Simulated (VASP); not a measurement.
# Y2C in VASP: further runs

One slab, Y2C, is run at these levels: PBEsol; tasks: single point.

All numbers are computed with VASP 6.6.1; they aren't measurements. Logs are shortened: lines on timing, memory, paths and dates and some standing lists are left out, and cuts for length are marked.

## (1) The structure

The cell holds a slab with vacuum, 6 atoms: a = 3.625 Å, b = 3.625 Å, c = 12.697 Å, α = 90.00°, β = 90.00°, γ = 120.00°.

## (2) Single point, PBEsol

Contents of INCAR:

```
SYSTEM = Y2C
  PREC = Accurate
  ENCUT = 460
  EDIFF = 1E-7
  ISMEAR = 1
  SIGMA = 0.1
  LREAL = .FALSE.
  LASPH = .TRUE.
  NELM = 120
  ALGO = Normal
  ISIF = 2
  LWAVE = .FALSE.
  LCHARG = .FALSE.
  LDIPOL = .TRUE.
  IDIPOL = 3
  DIPOL = 0.5 0.5 0.500
  GGA = PS
  NBANDS = 40
  LVHAR = .TRUE.
  LVACPOTAV = .TRUE.
```

Contents of KPOINTS:

```
Automatic mesh
0
G
  13 13 1
  0 0 0
```

Contents of POSCAR:

```
Y2C
1.0
    3.6248384738      0.0000000000      0.0000000000
   -1.8124192369      3.1392022029      0.0000000000
    0.0000000000      0.0000000000     12.6970909600
Y C
4 2
Direct
    0.0000000000      0.0000000000      0.1575163954
    0.3333333333      0.6666666667      0.3708795168
    0.6666666667      0.3333333333      0.6291204832
    0.0000000000      0.0000000000      0.8424836046
    0.6666666667      0.3333333333      0.2641979561
    0.3333333333      0.6666666667      0.7358020439
```

Potentials or basis: VASP PAW PBE potentials, release 64 (Y_sv, C).

Launch:

```bash
> cat potpaw_PBE.64/Y_sv/POTCAR potpaw_PBE.64/C/POTCAR > POTCAR
> mpirun -np 1 vasp_std > vasp.out
```

OUTCAR:

```text
SYSTEM = Y2C
   PREC = Accurate
   ENCUT = 460
   EDIFF = 1E-7
   ISMEAR = 1
   LREAL = .FALSE.
   LASPH = .TRUE.
   NELM = 120
   ISIF = 2
   GGA = PS

 Found     21 irreducible k-points:

 Following reciprocal coordinates:
            Coordinates               Weight
  0.000000  0.000000  0.000000      1.000000
  0.076923 -0.000000  0.000000      6.000000
  0.153846 -0.000000  0.000000      6.000000
  0.230769 -0.000000  0.000000      6.000000
  0.307692 -0.000000  0.000000      6.000000
  0.384615 -0.000000  0.000000      6.000000
   k-points           NKPTS =     21   k-points in BZ     NKDIM =     21   number of bands    NBANDS=     40
   number of dos      NEDOS =    301   number of ions     NIONS =      6
   total plane-waves  NPLWV =  70560
   dimension x,y,z NGX =    28 NGY =   28 NGZ =   90
   dimension x,y,z NGXF=    56 NGYF=   56 NGZF=  180
   ions per type =               4   2
   NGX,Y,Z   is equivalent  to a cutoff of  12.84, 12.84, 11.78 a.u.
   NGXF,Y,Z  is equivalent  to a cutoff of  25.68, 25.68, 23.57 a.u.
 SYSTEM =  Y2C
   PREC   = accura    normal or accurate (medium, high low for compatibility)
   ISTART =      0    job   : 0-new  1-cont  2-samecut
   ICHARG =      2    charge: 1-file 2-atom 10-const
   ISPIN  =      1    spin polarized calculation?
   LNONCOLLINEAR =      F non collinear calculations
   LSORBIT =      F    spin-orbit coupling
   LASPH  =      T    aspherical Exc in radial PAW
   ENCUT  =  460.0 eV  33.81 Ry    5.81 a.u.   6.34  6.34 22.20*2*pi/ulx,y,z
   NELM   =    120;   NELMIN=  2; NELMDL= -5     # of ELM steps
   EDIFF  = 0.1E-06   stopping-criterion for ELM
   LREAL  =      F    real-space projection
   EDIFFG = 0.1E-05   stopping-criterion for IOM
   NSW    =      0    number of steps for IOM
   IBRION =     -1    ionic relax: 0-MD 1-quasi-New 2-CG
   NFREE  =      0    steps in history (QN), initial steepest desc. (CG)
   ISIF   =      2    stress and relaxation
   ISYM   =      2    0-nonsym 1-usesym 2-fastsym
   POTIM  = 0.5000    time-step for ionic-motion
   TEBEG  =    0.0;   TEEND  =   0.0 temperature during run
   PSTRESS=    0.0 pullay stress
   NELECT =      52.0000    total number of electrons
   NUPDOWN=      -1.0000    fix difference up-down
   EMIN   =  10.00;   EMAX   =-10.00  energy-range for DOS
   EFERMI =   0.00;   METHOD = LEGACY
   ISMEAR =     1;   SIGMA  =   0.10  broadening in eV -4-tet -1-fermi 0-gaus
   EFERMI_NEDOS =   21; number of points for ismear=-14 and -15
   IALGO  =     38    algorithm
   IMIX   =      4    mixing-type and parameters
     AMIX     =   0.40;   BMIX     =  1.00
     AMIX_MAG =   1.60;   BMIX_MAG =  1.00
  volume/ion in A,a.u.               =      24.08       162.50
  Fermi-wavevector in a.u.,A,eV,Ry     =   1.164497  2.200581 18.450240  1.356054
  Thomas-Fermi vector in A             =   2.301035
   LORBIT       =      0    0 simple, 1 ext, 2 COOP (PROOUT), +10 PAW based schemes
   GGA     = PS    functional components
   LHFCALC =     F    Hartree Fock is set to
   AEXX    =    0.0000 exact exchange contribution
   IVDW    =     0    specifies the selected vdW correction
   LEPSILON=     F    determine dielectric tensor
   LRPA    =     F    only Hartree local field effects (RPA)
 non-spin polarized calculation
 Methfessel and Paxton  Order N= 1 SIGMA  =   0.10
  energy-cutoff  :      460.00
  volume of cell :      144.48
 maximum number of plane-waves:      3255
 NGX is ok and might be reduce to    28
   NGX = 13   NGY = 13   NGZ = 45

 dipolmoment           0.000000      0.000000      0.000000 electrons x Angstroem

 number of electron      51.9999999 magnetization

 dipolmoment           0.000000      0.000000     -0.000000 electrons x Angstroem

 Free energy of the ion-electron system (eV)
  ---------------------------------------------------
  ext. energy  EPLUGINS =         0.00000000
  ---------------------------------------------------
  free energy    TOTEN  =       -48.26196326 eV

  energy without entropy =      -48.26511440  energy(sigma->0) =      -48.26301364

 E-fermi :   2.9228     XC(G=0):  -9.6827

 val. band max:        2.8843364748   @ k =   0.4615   0.0769   0.0000
 cond. band min:       2.9423375080   @ k =   0.3077   0.3077   0.0000
 fundamental gap:      0.0580010333
 Fermi energy:         2.9228460094

 k-point     1 :       0.0000    0.0000    0.0000
  band No.  band energies     occupation
      1     -39.2416      2.00000
      2     -39.2387      2.00000
      3     -38.9815      2.00000
      4     -38.9697      2.00000
      5     -19.5201      2.00000
      6     -19.4455      2.00000
[... 30 lines left out ...]
     37       6.6470      0.00000
     38       6.9984      0.00000

 k-point     2 :       0.0769   -0.0000    0.0000
  band No.  band energies     occupation
      1     -39.2390      2.00000
      2     -39.2362      2.00000
      3     -38.9792      2.00000
      4     -38.9677      2.00000
      5     -19.5124      2.00000
      6     -19.4408      2.00000
[... 30 lines left out ...]
     37       6.7442      0.00000
     38       7.0868      0.00000

 k-point     3 :       0.1538   -0.0000    0.0000
  band No.  band energies     occupation
      1     -39.2320      2.00000
      2     -39.2292      2.00000
      3     -38.9727      2.00000
      4     -38.9620      2.00000
      5     -19.4919      2.00000
      6     -19.4297      2.00000
[... 30 lines left out ...]
     37       6.7507      0.00000
     38       7.2803      0.00000

 k-point     4 :       0.2308   -0.0000    0.0000
  band No.  band energies     occupation
      1     -39.2221      2.00000
      2     -39.2193      2.00000
      3     -38.9635      2.00000
      4     -38.9542      2.00000
      5     -19.4693      2.00000
      6     -19.4250      2.00000
[... 30 lines left out ...]
     37       6.9512      0.00000
     38       7.4508      0.00000

 k-point     5 :       0.3077   -0.0000    0.0000
  band No.  band energies     occupation
      1     -39.2115      2.00000
      2     -39.2088      2.00000
      3     -38.9535      2.00000
      4     -38.9460      2.00000
      5     -19.4744      2.00000
      6     -19.4593      2.00000
[... 30 lines left out ...]
     37       7.4121      0.00000
     38       7.5337      0.00000

 k-point     6 :       0.3846   -0.0000    0.0000
  band No.  band energies     occupation
      1     -39.2028      2.00000
      2     -39.2001      2.00000
      3     -38.9450      2.00000
      4     -38.9394      2.00000
      5     -19.5289      2.00000
      6     -19.5266      2.00000
[... 30 lines left out ...]
     37       7.5830      0.00000
     38       7.8080      0.00000

 [... further k-points ...]

 [bands above 38 left out]

------------------------ aborting loop because EDIFF is reached ----------------------------------------

  FORCE on cell =-STRESS in cart. coord.  units (eV):
  Direction    XX          YY          ZZ          XY          YZ          ZX
  --------------------------------------------------------------------------------------
  -------------------------------------------------------------------------------------
  Total       -3.9843020     -3.9843020     -3.8976250     -0.0000000     -0.0000000      0.0000000
  in kB      -44.1825372    -44.1825372    -43.2213631     -0.0000000     -0.0000000      0.0000000
  external PRESSURE =     -43.8621459 kB  Pullay stress =       0.0000000 kB

 VOLUME and BASIS-vectors are now :
 -----------------------------------------------------------------------------
  energy-cutoff  :      460.00
  volume of cell :      144.48
      direct lattice vectors                 reciprocal lattice vectors
     3.624838474  0.000000000  0.000000000     0.275874362  0.159276137  0.000000000
    -1.812419237  3.139202203  0.000000000     0.000000000  0.318552274  0.000000000
     0.000000000  0.000000000 12.697090960     0.000000000  0.000000000  0.078758198

 POSITION                                       TOTAL-FORCE (eV/Angst)
 -----------------------------------------------------------------------------------
      0.00000      0.00000      2.00000        -0.000000      0.000000      0.351296
     -0.00000      2.09280      4.70909         0.000000     -0.000000     -0.476479
      1.81242      1.04640      7.98800        -0.000000      0.000000      0.476479
      0.00000      0.00000     10.69709        -0.000000      0.000000     -0.351296
      1.81242      1.04640      3.35455        -0.000000     -0.000000     -0.337823
     -0.00000      2.09280      9.34255         0.000000      0.000000      0.337823
 -----------------------------------------------------------------------------------
    total drift:                                0.000000      0.000000     -0.000000

  FREE ENERGIE OF THE ION-ELECTRON SYSTEM (eV)
  ---------------------------------------------------
  free  energy   TOTEN  =       -48.2619632585 eV

  energy  without entropy=      -48.2651143986  energy(sigma->0) =      -48.26301364
```

Wall time 5.4 min (1 thread of Intel Xeon Platinum 8175M at 2.50GHz (Skylake/Cascade Lake), shared host); peak memory 0.29 GiB.

These settings aren't checked as converged: the numbers below hold their error.

Results:

| Property | Result |
| --- | --- |
| Free energy | -48.2620 eV |
| Largest force | 0.476 eV/Å |
| Band gap on the k mesh | none (metal or under the smearing width) |

Caveat: the cutoff is under 1.25 times the usual one of these potentials, so pressure, stress and relaxed cells hold a basis-set (Pulay) error; the PAW data sets were made with another functional, which shifts forces and pressure a little.

## (3) Single point, PBEsol

This run uses another cell than the first one, of 31.67 Å³/atom, 1.315 times its volume.

INCAR is that of step 2.

Contents of KPOINTS:

```
Automatic mesh
0
G
  11 11 1
  0 0 0
```

Contents of POSCAR:

```
Y2C
1.0
    3.6248384738      0.0000000000      0.0000000000
   -1.8124192369      3.1392022029      0.0000000000
    0.0000000000      0.0000000000     16.6970909600
Y C
4 2
Direct
    0.0000000000      0.0000000000      0.2395626885
    0.3333333333      0.6666666667      0.4018119669
    0.6666666667      0.3333333333      0.5981880331
    0.0000000000      0.0000000000      0.7604373115
    0.6666666667      0.3333333333      0.3206873277
    0.3333333333      0.6666666667      0.6793126723
```

Potentials or basis: VASP PAW PBE potentials, release 64 (Y_sv, C).

Launch:

```bash
> cat potpaw_PBE.64/Y_sv/POTCAR potpaw_PBE.64/C/POTCAR > POTCAR
> mpirun -np 1 vasp_std > vasp.out
```

It took 5.6 min on 1 thread of Intel Xeon Platinum 8175M at 2.50GHz (Skylake/Cascade Lake), shared host; peak memory 0.33 GiB.

These settings aren't checked as converged: the numbers below hold their error.

What came out:

| Item | Value |
| --- | --- |
| Free energy | -47.2682 eV |
| Largest force | 0.773 eV/Å |
| Band gap on the k mesh | none (metal or under the smearing width) |

Caveat: the cutoff is under 1.25 times the usual one of these potentials, so pressure, stress and relaxed cells hold a basis-set (Pulay) error; the PAW data sets were made with another functional, which shifts forces and pressure a little.

## (4) Single point, PBEsol

INCAR is that of step 3.

Contents of KPOINTS:

```
Automatic mesh
0
G
  16 16 1
  0 0 0
```

Contents of POSCAR:

```
Y2C
1.0
    3.6248384738      0.0000000000      0.0000000000
   -1.8124192369      3.1392022029      0.0000000000
    0.0000000000      0.0000000000     12.6970909600
Y C
4 2
Direct
    0.0000000000      0.0000000000      0.1575163954
    0.3333333333      0.6666666667      0.3708795168
    0.6666666667      0.3333333333      0.6291204832
    0.0000000000      0.0000000000      0.8424836046
    0.6666666667      0.3333333333      0.2641979561
    0.3333333333      0.6666666667      0.7358020439
```

Launch:

```bash
> cat potpaw_PBE.64/Y_sv/POTCAR potpaw_PBE.64/C/POTCAR > POTCAR
> mpirun -np 1 vasp_std > vasp.out
```

It took 6 min on 1 thread of Intel Xeon Platinum 8175M at 2.50GHz (Skylake/Cascade Lake), shared host; peak memory 0.31 GiB.

These settings aren't checked as converged: the numbers below hold their error.

Results:

```
Free energy            : -48.2594 eV
Largest force          : 0.465 eV/Å
Band gap on the k mesh : none (metal or under the smearing width)
```

Caveat: the cutoff is under 1.25 times the usual one of these potentials, so pressure, stress and relaxed cells hold a basis-set (Pulay) error; the PAW data sets were made with another functional, which shifts forces and pressure a little.
